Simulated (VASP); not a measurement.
Here is the system:

```
CoSi
1.0
    4.25659     0.00000     0.00000
    0.00000     4.25659     0.00000
    0.00000     0.00000     4.25659
Co Si
4 4
Cartesian
  3.62874   2.75615   1.50044
  1.50044   3.62874   2.75615
  0.62785   0.62785   0.62785
  2.75615   1.50044   3.62874
  0.66409   1.46420   2.79239
  2.79239   0.66409   1.46420
  3.59250   3.59250   3.59250
  1.46420   2.79239   0.66409
```

Computed with LDA (Ceperley-Alder, Perdew-Zunger), VASP's LDA PAW potentials (set 64) (plane waves; VASP 6.6.1). Run with 500 eV cut-off, 7×7×7 Γ-centred mesh, first-order Methfessel-Paxton smearing of 0.10 eV, potentials Co Si.

Energy and stress use the plane-wave basis of the starting cell.

Problem. The ions, cell shape and volume at an external pressure of 30.0 GPa are relaxed. Predict the relaxed structure.

Solution. 
```
CoSi
1.0
    4.21806     0.00000     0.00000
    0.00000     4.21806     0.00000
    0.00000     0.00000     4.21806
Co Si
4 4
Direct
  0.85203   0.64797   0.35203
  0.35203   0.85203   0.64797
  0.14797   0.14797   0.14797
  0.64797   0.35203   0.85203
  0.15582   0.34418   0.65582
  0.65582   0.15582   0.34418
  0.84418   0.84418   0.84418
  0.34418   0.65582   0.15582
```
Space group P2_13 (198), at a tolerance of 0.03 Å.

Problem. How do energy and volume change from the first to the last step?

Solution. The energy (σ→0) changes by +40.3 meV/atom and the volume by -2.7 %, in 6 ionic steps.

| step | E(σ→0) (eV) | max force (eV/Å) | pressure (GPa) | volume (Å³) |
|---|---|---|---|---|
| 1 | -62.3262 | 0.013 | 20.01 | 77.12 |
| 2 | -60.8159 | 0.192 | 56.95 | 70.61 |
| 3 | -62.0148 | 0.052 | 29.74 | 75.11 |
| 4 | -62.0062 | 0.053 | 30.01 | 75.06 |
| 5 | -62.0047 | 0.021 | 30.01 | 75.05 |
| 6 | -62.0037 | 0.005 | 29.76 | 75.05 |

The compound is CoSi in the B20 structure. This run relaxes it under an external pressure of 30 GPa. Symmetry was kept, so distortions that lower it aren't found. The run is not spin-polarised, so no magnetic state was tried.
